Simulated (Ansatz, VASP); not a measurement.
# CsSrF3: VASP beside Ansatz

One calculation is typed for both programs; each brings its own data sets. How far apart do they land? The cell is taken from a series of runs on this material, whose earlier steps may have relaxed, scaled, displaced or heated it; both programs get it as it stands.

Main program and level: Ansatz 0.2.0; plane waves, with VASP 6.6.1 beside it; relaxation of cell and atoms at PBEsol.

### 1. The starting structure

The structure is cubic, space group Pm-3m (No. 221). Conventional cell: a = 4.739 Å, b = 4.739 Å, c = 4.739 Å, α = 90.00°, β = 90.00°, γ = 90.00°. Nearest to Cs lie 12 F at 3.35 Å. Nearest to Sr lie 6 F at 2.37 Å. F has 2 Sr at 2.37 Å and 4 Cs at 3.35 Å nearest. Farther neighbours and most contacts between anions are not listed.

### 2. VASP: relaxation of cell and atoms, PBEsol, pair 1

The relaxed volume is the usual yardstick between codes: in a stiff, nearly cubic crystal its relative difference is about their pressure difference at one cell divided by the bulk modulus.

Lines of VASP's logs that name or quote its potential files are left out, and so is its time.

Input file INCAR:

```
SYSTEM = CsSrF3
PREC = Accurate
ENCUT = 600
EDIFF = 1E-07
NELM = 120
ISMEAR = 0
SIGMA = 0.01
LREAL = .FALSE.
ALGO = Normal
GGA = PS
NBANDS = 26
LORBIT = 11
LWAVE = .FALSE.
LCHARG = .FALSE.
ISIF = 3
IBRION = 2
NSW = 80
EDIFFG = -0.005
LASPH = .TRUE.
GGA_COMPAT = .FALSE.
NELMIN = 4
EFERMI = MIDGAP
KPAR = 2
```

Input file POSCAR:

```
CsSrF3
1.0
    4.7388630000      0.0000000000      0.0000000000
    0.0000000000      4.7388630000      0.0000000000
    0.0000000000      0.0000000000      4.7388630000
Cs Sr F
1 1 3
Direct
    0.0000000000      0.0000000000      0.0000000000
    0.5000000000      0.5000000000      0.5000000000
    0.0000000000      0.5000000000      0.5000000000
    0.5000000000      0.0000000000      0.5000000000
    0.5000000000      0.5000000000      0.0000000000
```

Input file KPOINTS:

```
Automatic mesh
0
Gamma
6 6 6
0 0 0
```

The projector-augmented-wave data sets are Cs_sv, Sr_sv and F (PBE family, release 64).

The run is started by

```bash
> mpirun -np 2 vasp_std
```

Numbers of over 12 decimals in the logs are rounded to 6 here.

Log:

```text
[banner, memory and clock lines left out]
running    2 mpi-ranks, on    1 nodes
 distrk:  each k-point on    1 cores,    2 groups
 distr:  one band on    1 cores,    1 groups

 POSCAR found type information on POSCAR CsSrF
 POSCAR found :  3 types and       5 ions
|                                                                             |
|               ----> ADVICE to this user running VASP <----                  |
|                                                                             |
|     You enforced a specific xc type in the INCAR file but a different       |
|     [... a line on the potential file left out ...]
|     I HOPE YOU KNOW WHAT YOU ARE DOING!                                     |
|                                                                             |

 LDA part: xc-table for (Slater+PW92), standard interpolation
 POSCAR, INCAR and KPOINTS ok, starting setup
 FFT: planning ... GRIDC
 FFT: planning ... GRID_SOFT
 FFT: planning ... GRID
 WAVECAR not read
 entering main loop
       N       E                     dE             d eps       ncg     rms          rms(c)
DAV:   1     0.299791822425E+03    0.29979E+03   -0.23090E+04  1040   0.160E+03
DAV:   2    -0.833971841223E+01   -0.30813E+03   -0.30051E+03  1272   0.330E+02
DAV:   3    -0.278601219453E+02   -0.19520E+02   -0.19477E+02  1334   0.870E+01
DAV:   4    -0.287105292890E+02   -0.85041E+00   -0.84943E+00  1746   0.113E+01
DAV:   5    -0.287164776154E+02   -0.59483E-02   -0.59481E-02  1290   0.855E-01    0.216E+01
DAV:   6    -0.258338513591E+02    0.28826E+01   -0.11257E+01  1080   0.260E+01    0.185E+01
DAV:   7    -0.257845171972E+02    0.49334E-01   -0.16228E+00  1362   0.671E+00    0.875E+00
DAV:   8    -0.257174549222E+02    0.67062E-01   -0.19477E-01  1342   0.343E+00    0.145E+00
DAV:   9    -0.257081488541E+02    0.93061E-02   -0.76780E-02  1332   0.153E+00    0.466E-01
DAV:  10    -0.257088957565E+02   -0.74690E-03   -0.98566E-03  1320   0.661E-01    0.261E-01
DAV:  11    -0.257089903454E+02   -0.94589E-04   -0.41215E-04  1352   0.125E-01    0.403E-02
DAV:  12    -0.257090282238E+02   -0.37878E-04   -0.11875E-04  1256   0.615E-02    0.142E-02
DAV:  13    -0.257090302457E+02   -0.20219E-05   -0.13346E-05  1344   0.224E-02    0.369E-03
DAV:  14    -0.257090301906E+02    0.55082E-07   -0.16692E-06  1248   0.813E-03    0.166E-03
DAV:  15    -0.257090302178E+02   -0.27262E-07   -0.30581E-07  1090   0.348E-03
   1 F= -.25709030E+02 E0= -.25709030E+02  d E =-.257090E+02
 curvature:   0.00 expect dE= 0.000E+00 dE for cont linesearch  0.000E+00
 trial: gam= 0.00000 g(F)=  0.000E+00 g(S)=  0.184E-03 ort = 0.000E+00 (trialstep = 0.100E+01)
 search vector abs. value=  0.184E-03
 bond charge predicted
       N       E                     dE             d eps       ncg     rms          rms(c)
DAV:   1    -0.257111477103E+02   -0.21175E-02   -0.39022E-02  1044   0.138E+00    0.390E-01
DAV:   2    -0.257093465961E+02    0.18011E-02   -0.92811E-03  1058   0.586E-01    0.835E-02
DAV:   3    -0.257091830460E+02    0.16355E-03   -0.32985E-04  1148   0.131E-01    0.703E-02
DAV:   4    -0.257091408233E+02    0.42223E-04   -0.10772E-04  1412   0.504E-02    0.630E-02
DAV:   5    -0.257091385052E+02    0.23181E-05   -0.23951E-05  1604   0.231E-02    0.199E-02
DAV:   6    -0.257091364789E+02    0.20263E-05   -0.14575E-05  1808   0.189E-02    0.587E-03
DAV:   7    -0.257091360287E+02    0.45014E-06   -0.52181E-07  1210   0.463E-03    0.219E-03
DAV:   8    -0.257091360456E+02   -0.16892E-07   -0.98877E-09   586   0.731E-04
   2 F= -.25709136E+02 E0= -.25709136E+02  d E =-.105828E-03
 trial-energy change:   -0.000106  1 .order   -0.000105   -0.000184   -0.000026
 step:   1.1623(harm=  1.1678)  dis= 0.00000  next Energy=   -25.709138 (dE=-0.108E-03)
 reached required accuracy - stopping structural energy minimisation
```

From OUTCAR (step 2):

```text
ion  position               nearest neighbor table
   1  0.000  0.000  0.000-   2 4.10   2 4.10   2 4.10   2 4.10   2 4.10   2 4.10   2 4.10   2 4.10

  LATTYP: Found a simple cubic cell.
 ALAT       =     4.7388630000

 Subroutine GETGRP returns: Found 48 space group operations
 (whereof 48 operations were pure point group operations)

The static configuration has the point symmetry O_h .

 Found     20 irreducible k-points:

   k-points           NKPTS =     20   k-points in BZ     NKDIM =     20   number of bands    NBANDS=     26

   dimension x,y,z NGX =    40 NGY =   40 NGZ =   40
   dimension x,y,z NGXF=    80 NGYF=   80 NGZF=   80

   ENCUT  =  600.0 eV  44.10 Ry    6.64 a.u.   9.46  9.46  9.46*2*pi/ulx,y,z

   NELECT =      40.0000    total number of electrons

 k-points in reciprocal lattice and weights: Automatic mesh
   0.00000000  0.00000000  0.00000000       0.005
   0.16666667  0.00000000  0.00000000       0.028
   0.33333333  0.00000000  0.00000000       0.028
   0.50000000  0.00000000  0.00000000       0.014
   0.16666667  0.16666667  0.00000000       0.056
   0.33333333  0.16666667  0.00000000       0.111
   0.50000000  0.16666667  0.00000000       0.056
   0.33333333  0.33333333  0.00000000       0.056
   0.50000000  0.33333333  0.00000000       0.056
[...]
0.50000000  0.50000000  0.33333333       0.028
   0.50000000  0.50000000  0.50000000       0.005

 average (electrostatic) potential at core
       1 -49.6009       2 -37.5895       3 -77.4095       4 -77.4095       5 -77.4095

 E-fermi :   0.9092

 k-point     1 :       0.0000    0.0000    0.0000
  band No.  band energies     occupation
    ...
     16      -2.5069      2.00000
     17      -2.5069      2.00000
     18      -2.2210      2.00000
     19      -2.2210      2.00000
     20      -2.2210      2.00000
     21       4.0395      0.00000
     22       5.4431      0.00000
     23       5.4431      0.00000
     24       6.3842      0.00000
     25       6.3842      0.00000
    ...

 k-point     2 :       0.1667    0.0000    0.0000
  band No.  band energies     occupation
    ...
     16      -2.5434      2.00000
     17      -2.5434      2.00000
     18      -2.5138      2.00000
     19      -2.2254      2.00000
     20      -2.2254      2.00000
     21       4.4158      0.00000
     22       5.6235      0.00000
     23       5.7601      0.00000
     24       6.5237      0.00000
     25       6.6008      0.00000
    ...

 k-point     3 :       0.3333    0.0000    0.0000
  band No.  band energies     occupation
    ...
     16      -2.6700      2.00000
     17      -2.6179      2.00000
     18      -2.6179      2.00000
     19      -2.2318      2.00000
     20      -2.2318      2.00000
     21       5.2119      0.00000
     22       6.0307      0.00000
     23       6.5581      0.00000
     24       6.9142      0.00000
     25       7.1588      0.00000
    ...

  Total        0.0114495      0.0114495      0.0114495     -0.0000000     -0.0000000      0.0000000
  in kB        0.1719778      0.1719778      0.1719778     -0.0000000     -0.0000000      0.0000000
  external PRESSURE =       0.1719778 kB  Pullay stress =       0.0000000 kB

  energy-cutoff  :      600.00
  volume of cell :      106.67
      direct lattice vectors                 reciprocal lattice vectors
     4.742505753 -0.000000000 -0.000000000     0.210858996  0.000000000  0.000000000
    -0.000000000  4.742505753  0.000000000     0.000000000  0.210858996 -0.000000000
    -0.000000000  0.000000000  4.742505753     0.000000000 -0.000000000  0.210858996

 POSITION                                       TOTAL-FORCE (eV/Angst)
 -----------------------------------------------------------------------------------
      0.00000      0.00000      0.00000         0.000000     -0.000000      0.000000
      2.37125      2.37125      2.37125         0.000000     -0.000000      0.000000
     -0.00000      2.37125      2.37125        -0.000000      0.000000      0.000000
      2.37125     -0.00000      2.37125         0.000000      0.000000      0.000000
      2.37125      2.37125      0.00000        -0.000000      0.000000      0.000000
 -----------------------------------------------------------------------------------
    total drift:                                0.000000      0.000000     -0.000000

  FREE ENERGIE OF THE ION-ELECTRON SYSTEM (eV)
  ---------------------------------------------------
  free  energy   TOTEN  =       -25.7091360456 eV

  energy  without entropy=      -25.7091360456  energy(sigma->0) =      -25.70913605

 reached required accuracy - stopping structural energy minimisation

 total charge
# of ion       s       p       d       tot
------------------------------------------
    1        1.841   4.699   0.020   6.560
    2        2.006   5.796   0.236   8.037
    3        1.727   4.350   0.000   6.077
    4        1.727   4.350   0.000   6.077
    5        1.727   4.350   0.000   6.077
--------------------------------------------------
tot          9.026  23.546   0.256  32.828

[... 3 further parts left out ...]
```

The run keeps the 48 symmetry operations of its start, so it cannot find a distortion of lower symmetry.

### 3. Ansatz: relaxation of cell and atoms, PBEsol, pair 1

Ansatz runs on its PAW soft_1 files.

The same cell, functional and mesh now go to Ansatz, which takes its cutoff from its data sets.

Input file input.yaml:

```yaml
crystal:
  lattice:
    - [4.7388633068, 0.0, 0.0]
    - [0.0, 4.7388633068, 0.0]
    - [0.0, 0.0, 4.7388633068]
  atoms:
    - { symbol: Cs, position: [0.0, 0.0, 0.0] }
    - { symbol: Sr, position: [0.5, 0.5, 0.5] }
    - { symbol: F, position: [0.0, 0.5, 0.5] }
    - { symbol: F, position: [0.5, 0.0, 0.5] }
    - { symbol: F, position: [0.5, 0.5, 0.0] }
kpoints:
  mp_grid: { grid: [6, 6, 6] }
hamiltonian:
  xc: pbesol
  pseudopotentials: { kind: paw, azcp: { folder: soft_1 }, xc_functional: pbe }
scf:
  occupations: { method: fixed }
output:
  forces: true
  stress: true
  eigenvalues: true
relax:
  adjacent_minimum: "off"
  f_tol: 0.001
  max_steps: 60
  cell: { stress_tol: 0.01 }
```

The run is started by

```bash
> ansatz run input.yaml --threads 4 --pin off --max-ram 10240MiB --backend cpu --events-out ev --progress --plain --runs-dir out
```

Log:

```text
Engine: ansatz 0.2.0, aarch64-unknown-linux-gnu
Pseudopotentials: kind: paw
Pseudopotential: Cs, paw, valence charge 9, recommended cutoff 420 eV (normal), soft_1/Cs.paw.azcp
Pseudopotential: Sr, paw, valence charge 10, recommended cutoff 420 eV (normal), soft_1/Sr.paw.azcp
Pseudopotential: F, paw, valence charge 7, recommended cutoff 420 eV (normal), soft_1/F.paw.azcp
Functional definition: PBEsol
  exchange = pbesol_x
  correlation = pbesol_c
Crystal: 5 atoms, lattice volume = 106.420 Å³
Basis set: ecut = 420 eV, 2103 PW (Γ), exchange–correlation on 64×64×64 points (8 copies of the dense FFT grid, shifted against one another)
Bands: 25, of which v1, the nominal top of the filled ones, is band 20 counted from 1 (19 counted from 0)
Symmetry: 48 space group operations
Space group: Pm-3m (ITA 221), of the structure as read, at distance tolerance 4.7e-5 Å
k-points: 20 of 216
Non-local potential: Cs, projectors of the file, l = 0: 3, l = 1: 2, l = 2: 2, l = 3: 2
Non-local potential: Sr, projectors of the file, l = 0: 3, l = 1: 2, l = 2: 2
Non-local potential: F, projectors of the file, l = 0: 2, l = 1: 2, l = 2: 1
PAW form: soft (Blöchl's): semilocal exchange-correlation on the pseudo side does not see the compensation charge
PAW frozen core: Cs, regenerated for the run's functional, and the local potential with it (the file was generated under x = pbe(κ = 0.804, μ = 0.219515), c = pbe(β = 0.066725))
PAW frozen core: Sr, regenerated for the run's functional, and the local potential with it (the file was generated under x = pbe(κ = 0.804, μ = 0.219515), c = pbe(β = 0.066725))
PAW frozen core: F, regenerated for the run's functional, and the local potential with it (the file was generated under x = pbe(κ = 0.804, μ = 0.219515), c = pbe(β = 0.066725))
PAW one-centre angular grid: Cs, 194 points (default); XC on 64 Gauss nodes
PAW one-centre angular grid: Sr, 110 points (default); XC on 64 Gauss nodes
PAW one-centre angular grid: F, 110 points (default); XC on 64 Gauss nodes
Initial density: superposition of atomic densities (chi_scale 0.1, normalization cell, long waves kept (reshape's long-wave potential 0.00 eV rms))
Initial wavefunctions: pseudopotential atomic-orbital guess
Functional: x = pbesol(κ = 0.804, μ = 0.123457), c = pbesol(β = 0.046)
SCF iter   1: F=—  HF=-11494.370565 eV  |F-HF|=—  |Δ(HF+E_count)|=         —  Δρ=1.66e-1  dr2=2.49e1  ethr=3.10e-3  ⟨swp⟩=6.4  Hψ=2619  notcnv=0  defer=36
preconditioner: auto → Resta (q_TF=auto, 2.318 Å⁻¹)  ε∞=3.5  [insulator: Δε(μ)=3.178 eV  Ē_g=13.755 eV  n_scr=26 (ndim 8)  ℏωp=21.6 eV  f_vac=0.001  ε∞_Penn≈3.5]
SCF iter   2: F=—  HF=-11489.098625 eV  |F-HF|=—  |Δ(HF+E_count)|=    5.27e0  Δρ=7.56e-2  dr2=3.52e0  ethr=3.10e-3  ⟨swp⟩=4.2  Hψ=1469  notcnv=0  defer=34
SCF iter   3: F=—  HF=-11488.286163 eV  |F-HF|=—  |Δ(HF+E_count)|=   8.12e-1  Δρ=1.88e-2  dr2=4.92e-1  ethr=3.10e-3  ⟨swp⟩=2.2  Hψ=1021  notcnv=0  defer=27
SCF iter   4: F=—  HF=-11488.187640 eV  |F-HF|=—  |Δ(HF+E_count)|=   9.85e-2  Δρ=6.20e-3  dr2=4.02e-2  ethr=1.23e-3  ⟨swp⟩=2.7  Hψ=1060  notcnv=0  defer=50
SCF iter   5: F=—  HF=-11488.187369 eV  |F-HF|=—  |Δ(HF+E_count)|=   2.71e-4  Δρ=1.42e-3  dr2=1.90e-3  ethr=1.00e-4  ⟨swp⟩=3.0  Hψ=883  notcnv=0  defer=53
SCF iter   6: F=—  HF=-11488.187678 eV  |F-HF|=—  |Δ(HF+E_count)|=   3.09e-4  Δρ=3.38e-4  dr2=1.63e-4  ethr=4.74e-6  ⟨swp⟩=2.8  Hψ=895  notcnv=0  defer=55
SCF iter   7: F=—  HF=-11488.187705 eV  |F-HF|=—  |Δ(HF+E_count)|=   2.71e-5  Δρ=1.03e-4  dr2=1.31e-5  ethr=4.07e-7  ⟨swp⟩=2.1  Hψ=772  notcnv=0  defer=54
SCF iter   8: F=—  HF=-11488.188392 eV  |F-HF|=—  |Δ(HF+E_count)|=   6.87e-4  Δρ=1.28e-5  dr2=7.32e-8  ethr=2.50e-10  ⟨swp⟩=13.6  Hψ=4267  notcnv=0
SCF iter   9: F=-11488.188392 eV  HF=-11488.188392 eV  |F-HF|=2.67e-10  |Δ(HF+E_count)|=   1.21e-7  Δρ=2.07e-6  dr2=2.64e-9  ethr=1.83e-10  ⟨swp⟩=3.5  Hψ=1972  notcnv=0
SCF 1 converged in 9 iterations: F = -11488.188392 eV  dr2 = 2.64e-9
  greatest PAW one-centre occupation: 0.987 electrons in one spin orbital (limit 2), on the Sr atom at site 1 (counted from 0), in its partial waves of l = 0
relax step   1: F+E_penalty+E_count = -11488.18839164 eV  Δ(F+E_penalty+E_count) = +0.000e0 eV  max|allowed force component| = 1.661e-28 eV/Å  Δτ_max = 0.0000 Å  P = -0.043 GPa  Ω = 106.420 Å³  (9 SCF iters, dr2 threshold 1.00e-7 eV, accepted)
[...]
relax step   2: F+E_penalty+E_count = -11488.18854538 eV  Δ(F+E_penalty+E_count) = -1.537e-4 eV  max|allowed force component| = 8.060e-30 eV/Å  Δτ_max = 0.0000 Å  P = +0.006 GPa  Ω = 106.307 Å³  energy of the carried Pulay correction = +1.404e-4 eV  (6 SCF iters, dr2 threshold 4.72e-9 eV, accepted)
[...]
relax step   3: F+E_penalty+E_count = -11488.18843548 eV  Δ(F+E_penalty+E_count) = +1.099e-4 eV  max|allowed force component| = 1.256e-29 eV/Å  Δτ_max = 0.0000 Å  P = +0.003 GPa  Ω = 106.307 Å³  stress off target by 2.81e-3 GPa  SCF on the basis re-selected at this cell (its energy is not comparable with the rows above)  (8 SCF iters)
basis re-selected at this cell: Δ(F+E_penalty+E_count) = +1.099e-4 eV, ΔP = -0.003 GPa vs the last step (what re-selecting the basis moved, of the pressure what is left beyond the Pulay correction that the steps carried, after the strain that the cell walked since its last selection, with what the two solves' SCF thresholds leave and, on support functions, any second-order correction that the steps lacked; it is no m [...]
SCF converged after 8 iterations
Free energy (F): -11488.188435 eV
Harris-Foulkes:  -11488.188435 eV  (|F-HF|=5.46e-12)
Internal energy: -11488.188435 eV  (E = F + TS)
E sigma→0 (E₀):  -11488.188435 eV
Fermi energy:    2.214855 eV
--- Per-component energies (eV) ---
  E_band       = -227.914697
  E_kinetic    = 972.429556
  E_local      = -2934.818025  (includes V_loc(G=0)·N_el)
  E_nonlocal   = 521.006322
  E_hartree    = 1036.256561
  E_xc         = -582.460462
  E_vxc        = -590.438540  (∫ρ·V_xc dr)
  E_paw        = -8211.009501  (= ΣΔE_a)
  E_vpaw       = -268.609179  (= ΣTr[D̂ρ^β])
  E_aug_tail   = 0.002064  (compensation charges beyond the density's cutoff)
  E_ewald      = -2290.000792
  E_core_change = 0.405840  (= ΣΔE_core)
  E_smearing   = -0.000000  (= −TS)
  E_closure    = 0.000000  (closes the sum)
  Σ components = -11488.188435   (vs F -11488.188435, Δ=0.00e0)
--- Forces (eV/Å), atoms counted from 1 ---
  atom   1  Cs     0.00000000     0.00000000    -0.00000000
  atom   2  Sr     0.00000000    -0.00000000     0.00000000
  atom   3  F      0.00000000     0.00000000     0.00000000
  atom   4  F     -0.00000000    -0.00000000     0.00000000
  atom   5  F      0.00000000     0.00000000     0.00000000
  max |Σ_I F_I| component: 2.22e-29 eV/Å
--- Stress (GPa, compression-positive) ---
        0.002807      -0.000000       0.000000
       -0.000000       0.002807      -0.000000
        0.000000      -0.000000       0.002807
  P = ⅓ Tr σ = 0.0028 GPa (0.028 kbar)
--- Band table (eV; the first three rows and the last of 20) ---
  k-point 0: bands = [... 16 lower, 1.9373, 2.2149, 2.2149, 2.2149, 8.5138, 9.9072, 9.9072, 10.8599, ... 1 higher]
  k-point 1: bands = [... 16 lower, 1.8999, 1.9192, 2.2114, 2.2114, 8.8907, 10.0862, 10.2229, 10.9944, ... 1 higher]
  k-point 2: bands = [... 16 lower, 1.8227, 1.8227, 2.2062, 2.2062, 9.6853, 10.4919, 11.0285, 11.3694, ... 1 higher]
  k-point 19: bands = [... 16 lower, 1.5621, 2.1730, 2.1730, 2.1730, 10.6985, 10.6985, 10.6985, 12.7208, ... 1 higher]
--- Relaxed structure (2 steps of the walk, 2 accepted, 1 SCFs on fresh bases) ---
  F+E_penalty+E_count = -11488.18843548 eV   max|allowed force component| = 1.256e-29 eV/Å   (the final SCF, on the basis selected at the relaxed cell)
  cell:  # Å, volume = 106.3073 Å³
    - [4.737193, 0, 0]
    - [0, 4.737193, 0]
    - [0, 0, 4.737193]
  atoms:
    - { symbol: Cs, position: [0, 0, 0] }
    - { symbol: Sr, position: [0.5, 0.5, 0.5] }
    - { symbol: F, position: [0, 0.5, 0.5] }
    - { symbol: F, position: [0.5, 0, 0.5] }
    - { symbol: F, position: [0.5, 0.5, 0] }
```

Reading the cycles: dr2 is the Hartree energy of the density residual (eV), the measure of convergence; HF is the Harris–Foulkes estimate of the energy, which meets the free energy F at convergence.

### 4. Side by side

Known differences besides the potentials themselves: fixed occupations in Ansatz, narrow Gaussian smearing in VASP; the cutoff is 420 eV in Ansatz and 600 eV in VASP; Ansatz makes its cores anew for this functional, VASP keeps those of its PBE data sets; Ansatz adds a Pulay correction to the stress that steers its cell, VASP none. Total energies have different zeros and are not compared.

The two programs side by side:

```tsv
quantity	Ansatz	VASP	difference
volume (Å³)	106.31	106.67	-0.34 %
edge a after relaxation, in the typed setting (Å)	4.737	4.742	-0.11 %
```

[end of part 1 of 2]

[Lines on the potential files, build, host, timing and source positions are cut from VASP's logs without a mark.]

[Logs are printed without paths, hosts, clocks, repeated set-up lines and the standing remarks that a program may print on its own settings, such as how far it seeks lower states.]

[Hosts, paths, dates, database ids (printed as entryN), source tags and the programs' standing remarks are cut or masked in the printed files.]
